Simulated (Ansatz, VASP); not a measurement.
# Ti (Titanium) in two plane-wave programs, part 2 of 2

One calculation is typed for both programs; each brings its own data sets. How far apart do they land? The cell is taken from a series of runs on this material, whose earlier steps may have relaxed, scaled, displaced or heated it; both programs get it as it stands.

VASP 6.6.1 and Ansatz 0.2.0.

So far: Set-up; VASP: zone-centre phonons, PBEsol.

### Step 3. Ansatz: zone-centre phonons, PBEsol

Level of this step: Ansatz beside VASP: Kohn-Sham DFT, plane waves, PBEsol (Ansatz).

Ansatz runs on its PAW soft_1 files.

The same cell, functional, mesh and smearing now go to Ansatz, which takes its cutoff from its data sets.

Contents of input.yaml:

```yaml
crystal:
  lattice:
    - [2.8748407583, 0.0, 0.0]
    - [-1.4374203792, 2.4896851285, 0.0]
    - [0.0, 0.0, 4.7264026188]
  atoms:
    - { symbol: Ti, position: [0.3333335213, 0.6666664787, 0.25] }
    - { symbol: Ti, position: [0.6666664787, 0.3333335213, 0.75] }
kpoints:
  mp_grid: { grid: [18, 18, 12] }
hamiltonian:
  xc: pbesol
  pseudopotentials: { kind: paw, azcp: { folder: soft_1 }, xc_functional: pbe }
scf:
  occupations: { method: methfessel_paxton, width: 0.2 }
output:
  eigenvalues: true
phonons:
  method: dfpt
```

Launch:

```
> ansatz run input.yaml --threads 4 --pin off --max-ram 10240MiB --backend cpu --events-out ev --progress --plain --runs-dir out
```

Numbers of over 12 decimals in the logs are rounded to 6 here.

The log of the run:

```text
Warning: the atoms were moved onto the symmetric positions of the space group found under crystal.symmetry.tolerance 1.0e-5 (fractional; no operation is sought that the atoms, as they stand in a round, miss by more than twice it, and no atom is moved by as much as it), and the run uses the moved positions. Before a round's move an operation carried an atom to 1.62e-6 Å from where it should land, the largest such dist [...]
zone centre: on kpoints.mp_grid the ground state, and the responses unless they are solved on pairs of k-points, stand on 637 of the mesh's 3888 k-points, reduced under 4 symmetry operations, with k and −k counted as one. Each operation leaves every solved displacement unchanged or reverses it
Engine: ansatz 0.2.0, aarch64-unknown-linux-gnu
Pseudopotentials: kind: paw
Pseudopotential: Ti, paw, valence charge 12, recommended cutoff 420 eV (normal), soft_1/Ti.paw.azcp
Functional definition: PBEsol
  exchange = pbesol_x
  correlation = pbesol_c
Crystal: 2 atoms, lattice volume = 33.829 Å³
Basis set: ecut = 420 eV, 663 PW (Γ), exchange–correlation on 40×40×64 points (8 copies of the dense FFT grid, shifted against one another)
Bands: 16, of which v1, the nominal top of the filled ones, is band 12 counted from 1 (11 counted from 0)
Symmetry: 24 space group operations
k-points: 637 of 3888 (irreducible under 4 space group operations, time reversal used)
Non-local potential: Ti, projectors of the file, l = 0: 3, l = 1: 2, l = 2: 3, l = 3: 1
PAW form: soft (Blöchl's): semilocal exchange-correlation on the pseudo side does not see the compensation charge
PAW frozen core: Ti, regenerated for the run's functional, and the local potential with it (the file was generated under x = pbe(κ = 0.804, μ = 0.219515), c = pbe(β = 0.066725))
PAW one-centre angular grid: Ti, 590 points (default); XC on 64 Gauss nodes
Initial density: superposition of atomic densities (chi_scale 0.1, normalization cell)
Initial wavefunctions: pseudopotential atomic-orbital guess
Functional: x = pbesol(κ = 0.804, μ = 0.123457), c = pbesol(β = 0.046)
SCF iter   1: F=—  HF=-4948.256419 eV  |F-HF|=—  |Δ(HF+E_count)|=         —  Δρ=6.41e-2  dr2=1.42e0  ethr=3.10e-3  ⟨swp⟩=4.3  Hψ=88373  notcnv=0
automatic band count: the SCF goes on with 20 bands, as 16 were too few: they end inside the smearing window of the response
preconditioner: auto → none  [metal: Δε(μ)=0.023 eV  Ē_g=4.676 eV  σ=0.200 eV  W_gap=0.10  n_scr=8 (ndim 8)  ℏωp=18.1 eV  f_vac=0.000  D(μ)=1.58/eV (n_scr^D=22)  sad-step TF]
SCF iter   2: F=—  HF=-4947.938754 eV  |F-HF|=—  |Δ(HF+E_count)|=   3.18e-1  S|Δr|=    0.00e0  Δρ=3.62e-2  dr2=4.80e-1  ethr=3.10e-3  ⟨swp⟩=2.0  Hψ=21399  notcnv=0  defer=904
SCF iter   3: F=—  HF=-4947.784970 eV  |F-HF|=—  |Δ(HF+E_count)|=   1.54e-1  S|Δr|=    0.00e0  Δρ=1.50e-3  dr2=3.31e-4  ethr=2.00e-3  ⟨swp⟩=2.8  Hψ=21746  notcnv=0  defer=904
SCF iter   4: F=—  HF=-4947.785088 eV  |F-HF|=—  |Δ(HF+E_count)|=   1.19e-4  S|Δr|=    0.00e0  Δρ=1.75e-4  dr2=6.73e-6  ethr=1.38e-6  ⟨swp⟩=2.1  Hψ=21517  notcnv=0  defer=865
SCF iter   5: F=—  HF=-4947.785094 eV  |F-HF|=—  |Δ(HF+E_count)|=   5.61e-6  S|Δr|=    0.00e0  Δρ=7.49e-5  dr2=1.30e-6  ethr=2.80e-8  ⟨swp⟩=2.0  Hψ=19617  notcnv=0  defer=865
SCF iter   6: F=—  HF=-4947.785093 eV  |F-HF|=—  |Δ(HF+E_count)|=   8.12e-7  S|Δr|=    0.00e0  Δρ=1.18e-5  dr2=3.02e-8  ethr=5.41e-9  ⟨swp⟩=2.5  Hψ=17692  notcnv=0  defer=865
SCF iter   7: F=—  HF=-4947.785093 eV  |F-HF|=—  |Δ(HF+E_count)|=   1.08e-8  S|Δr|=    0.00e0  Δρ=1.32e-6  dr2=5.40e-10  ethr=1.26e-10  ⟨swp⟩=2.8  Hψ=20792  notcnv=0  defer=865
SCF iter   8: F=-4947.785093 eV  HF=-4947.785093 eV  |F-HF|=9.09e-13  |Δ(HF+E_count)|=  1.96e-10  S|Δr|=    0.00e0  Δρ=4.85e-8  dr2=2.43e-13  ethr=1.00e-12  ⟨swp⟩=7.0  Hψ=58621  notcnv=0
SCF 1 converged in 8 iterations: F = -4947.785093 eV  dr2 = 2.43e-13
  greatest PAW one-centre occupation: 0.999 electrons in one spin orbital (limit 2), on the Ti atom at site 1 (counted from 0), in its partial waves of l = 0
DFPT response loops at Γ: preconditioner auto → Kerker (q_TF=auto, 2.577 Å⁻¹) (partly filled bands, converged f_vac=0.000); β = 1.00, the filter's whole step (`scf.mixing.beta` (0.50) is not read by the response loops under this deck's `scf.mixing.preconditioner`; to damp them name `kerker` or `kerker_dos`, under which they read `scf.mixing.beta`, and type it under 1.00, their step now; both keys bind the ground state too); Broyden in place of MSR1
SCF converged after 8 iterations
Stability not checked: this state was not tested for a lower state beside it, because cold or Methfessel-Paxton smearing, or corrected tetrahedra, fill the levels in a way that the test cannot read (fill_not_monotonic; see scf.lower_state_search)
Free energy (F): -4947.785093 eV
Harris-Foulkes:  -4947.785093 eV  (|F-HF|=9.09e-13)
Internal energy: -4947.789765 eV  (E = F + TS)
E sigma→0 (E₀):  -4947.786261 eV
Entropy (-TS):   0.004671 eV (2.336 meV/atom)
Fermi energy:    13.580206 eV
--- Per-component energies (eV) ---
  E_band       = -306.852008
  E_kinetic    = 562.933653
  E_local      = -1717.016498  (includes V_loc(G=0)·N_el)
  E_nonlocal   = 123.747380
  E_hartree    = 680.535138
  E_xc         = -230.623737
  E_vxc        = -290.134095  (∫ρ·V_xc dr)
  E_paw        = -2034.639752  (= ΣΔE_a)
  E_vpaw       = -347.452566  (= ΣTr[D̂ρ^β])
  E_aug_tail   = -0.000164  (compensation charges beyond the density's cutoff)
  E_ewald      = -2333.004553
  E_core_change = 0.278769  (= ΣΔE_core)
  E_smearing   = 0.004671  (= −TS)
  E_closure    = -0.000000  (closes the sum)
  Σ components = -4947.785093   (vs F -4947.785093, Δ=0.00e0)
--- Band table (eV; the first three rows and the last of 637) ---
  k-point 0: bands = [... 8 lower, 7.3351, 10.7995, 14.0812, 14.2553, 14.4165, 14.4165, 14.8745, 14.8745, ... 4 higher]
  k-point 1: bands = [... 8 lower, 7.3923, 10.7666, 13.9909, 14.2247, 14.3962, 14.3962, 14.8477, 14.8477, ... 4 higher]
  k-point 2: bands = [... 8 lower, 7.5615, 10.6542, 13.7759, 14.1366, 14.3521, 14.3521, 14.7744, 14.7744, ... 4 higher]
  k-point 636: bands = [... 8 lower, 11.5387, 11.5387, 12.9909, 12.9909, 13.5123, 13.5123, 15.1909, 15.1909, ... 4 higher]
--- Phonons (Γ-DFPT): 2 representative perturbations + reference, on 637 of 3888 k-points (Σ response iterations 6) ---
  k mesh reduced under 4 symmetry operations, with k and −k counted as one. Each operation leaves every solved displacement unchanged or reverses it
  ASR residual: 1.070e-5 → 0.000e0 eV/Å²; symmetrization residual: 3.292e-10 eV/Å²
  ASR residual per site (eV/Å²): 1.07e-5 1.07e-5
  Γ frequencies (cm⁻¹): 0.00 0.00 0.00 121.82 121.82 177.82
  non-analytic LO–TO correction: not included (Born effective charges unavailable; polar crystals: no LO–TO splitting at Γ)
```

### Step 4. Differences

Known differences besides the potentials themselves: the cutoff is 420 eV in Ansatz and 500 eV in VASP; Ansatz makes its cores anew for this functional, VASP keeps those of its PBE data sets. Total energies have different zeros and are not compared.

Compared:

| quantity | Ansatz | VASP | difference |
| --- | --- | --- | --- |
| optical mode 1 to 2 (cm⁻¹) | 121.8 | 122.5 | -0.54 % |
| optical mode 3 (cm⁻¹) | 177.8 | 178.2 | -0.19 % |

Modes are paired by rising frequency, not by their patterns, so a pair may set unlike modes beside each other; they are those without the splitting of longitudinal modes.

### Step 5. Outcome

| Property | Result |
| --- | --- |
| r.m.s. difference of the optical zone-centre modes, each program's sorted by frequency (zone-centre phonons, PBEsol) | 0.58 cm⁻¹ |
| difference in optical mode 1 to 2 (zone-centre phonons, PBEsol) | -0.5 % |

In words: The r.m.s. difference of the optical zone-centre modes, each program's sorted by frequency is 0.58 cm⁻¹ (zone-centre phonons, PBEsol). Among the rows given in per cent, the largest difference of the zone-centre phonons, PBEsol pair is in optical mode 1 to 2, -0.5 %. How closely two codes agree says nothing of how well the functional describes the real material.

[Lines on the potential files, build, host, timing and source positions are cut from VASP's logs without a mark.]

[Logs are printed without paths, hosts, clocks, repeated set-up lines and the standing remarks that a program may print on its own settings, such as how far it seeks lower states.]

[Hosts, paths, dates, database ids (printed as entryN), source tags and the programs' standing remarks are cut or masked in the printed files.]
